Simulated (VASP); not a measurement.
These are PBEsol GGA, VASP's PBE PAW potentials (set 64) (plane waves; VASP 6.6.1) values and carry that method's errors.

VASP ran on this input.

File POSCAR:
```
ZrO
1
    3.1998149459     0.0000000000     0.0000000000
   -1.5999074729     2.7711210515    -0.0000000000
   -0.0000000000    -0.0000000000     6.5543770656
Zr O
2 2
Direct
  0.3333330000   0.6666670000   0.0333098743
  0.6666670000   0.3333330000   0.5333098743
  0.3333330000   0.6666670000   0.3416901257
  0.6666670000   0.3333330000   0.8416901257
```

INCAR:
```
ALGO=Normal
EDIFF=1E-7
ENCUT=520
GGA=PS
ISIF=2
ISMEAR=-5
LASPH=.True.
LCHARG=.True.
LEFG=.True.
LMAXMIX=4
LORBIT=11
LREAL=.False.
LWAVE=.False.
NEDOS=601
NELM=100
PREC=Accurate
SYSTEM=ZrO
```

**KPOINTS**
```
Automatic mesh
0
Gamma
12 12 5
0 0 0
```

POTCAR, in this order: Zr_sv O (PBE.64 set). Program: vasp_std.

What VASP printed:

### OSZICAR
```
       N       E                     dE             d eps       ncg     rms          rms(c)
DAV:   1     0.345639127873E+03    0.34564E+03   -0.20642E+04  2508   0.166E+03
DAV:   2    -0.118762292353E+02   -0.35752E+03   -0.35159E+03  2892   0.454E+02
DAV:   3    -0.411741007870E+02   -0.29298E+02   -0.29145E+02  4108   0.114E+02
DAV:   4    -0.427029653557E+02   -0.15289E+01   -0.15259E+01  3490   0.222E+01
DAV:   5    -0.427339194302E+02   -0.30954E-01   -0.30942E-01  3624   0.287E+00    0.276E+01
DAV:   6    -0.381991464154E+02    0.45348E+01   -0.31361E+01  3244   0.374E+01    0.132E+01
DAV:   7    -0.380085694904E+02    0.19058E+00   -0.31380E+00  3074   0.114E+01    0.720E+00
DAV:   8    -0.379806887863E+02    0.27881E-01   -0.25897E-01  3408   0.389E+00    0.654E-01
DAV:   9    -0.379800201354E+02    0.66865E-03   -0.37918E-02  3426   0.130E+00    0.465E-01
DAV:  10    -0.379798620112E+02    0.15812E-03   -0.70506E-03  2998   0.707E-01    0.113E-01
DAV:  11    -0.379798470993E+02    0.14912E-04   -0.37800E-04  3150   0.172E-01    0.382E-02
DAV:  12    -0.379798486760E+02   -0.15767E-05   -0.78743E-05  3260   0.610E-02    0.421E-03
DAV:  13    -0.379798480949E+02    0.58109E-06   -0.46017E-06  3526   0.159E-02    0.454E-03
DAV:  14    -0.379798472552E+02    0.83977E-06   -0.23700E-07  2436   0.479E-03    0.160E-03
DAV:  15    -0.379798461799E+02    0.10752E-05   -0.27440E-07  2322   0.359E-03    0.281E-04
DAV:  16    -0.379798463981E+02   -0.21821E-06   -0.26577E-08  1698   0.135E-03    0.139E-04
DAV:  17    -0.379798463933E+02    0.48726E-08   -0.66372E-09  1590   0.591E-04
   1 F= -.37979846E+02 E0= -.37979846E+02  d E =0.000000E+00
```

OUTCAR:
```
------------------------ aborting loop because EDIFF is reached ----------------------------------------
  FORCE on cell =-STRESS in cart. coord.  units (eV):
  Direction    XX          YY          ZZ          XY          YZ          ZX
  --------------------------------------------------------------------------------------
  Total       -0.0729353     -0.0729353      0.0449671     -0.0000000      0.0000000     -0.0000000
  in kB       -2.0106509     -2.0106509      1.2396349     -0.0000000      0.0000000     -0.0000000
  external PRESSURE =      -0.9272223 kB  Pullay stress =       0.0000000 kB
  volume of cell :       58.12
      direct lattice vectors                 reciprocal lattice vectors
     3.199814946  0.000000000  0.000000000     0.312518073  0.180432392  0.000000000
    -1.599907473  2.771121052  0.000000000     0.000000000  0.360864784  0.000000000
     0.000000000  0.000000000  6.554377066     0.000000000  0.000000000  0.152569800
 POSITION                                       TOTAL-FORCE (eV/Angst)
 -----------------------------------------------------------------------------------
     -0.00000      1.84741      0.21833        -0.000000      0.000000      0.031880
      1.59991      0.92371      3.49551         0.000000     -0.000000      0.031880
     -0.00000      1.84741      2.23957         0.000000      0.000000     -0.031880
      1.59991      0.92371      5.51675         0.000000     -0.000000     -0.031880
 -----------------------------------------------------------------------------------
    total drift:                               -0.004173      0.002410      0.000145
  FREE ENERGIE OF THE ION-ELECTRON SYSTEM (eV)
  ---------------------------------------------------
  free  energy   TOTEN  =       -37.9798463933 eV

  energy  without entropy=      -37.9798463933  energy(sigma->0) =      -37.97984639

 total charge

# of ion       s       p       d       tot
------------------------------------------
    1        2.187   6.004   1.650   9.841
    2        2.187   6.004   1.650   9.841
    3        1.563   3.461   0.000   5.024
    4        1.563   3.461   0.000   5.024
--------------------------------------------------
tot          7.501  18.930   3.300  29.731

 Electric field gradients after diagonalization (V/A^2)
 (convention: |V_zz| > |V_xx| > |V_yy|)
----------------------------------------------------------------------
 ion       V_xx      V_yy      V_zz     asymmetry (V_yy - V_xx)/ V_zz
----------------------------------------------------------------------
   1      52.080    52.079  -104.159       0.000
   2      52.080    52.079  -104.159       0.000
   3      12.650    12.646   -25.296       0.000
   4      12.650    12.646   -25.296       0.000
```
(Selected blocks of OUTCAR.)

For a metal the tetrahedron method with Blöchl corrections gives inexact stress and forces.

The structure was generated: ZrO was put into the wurtzite type (P6_3mc), which need not be its known phase. It was relaxed first, which changed the volume by -33 %.
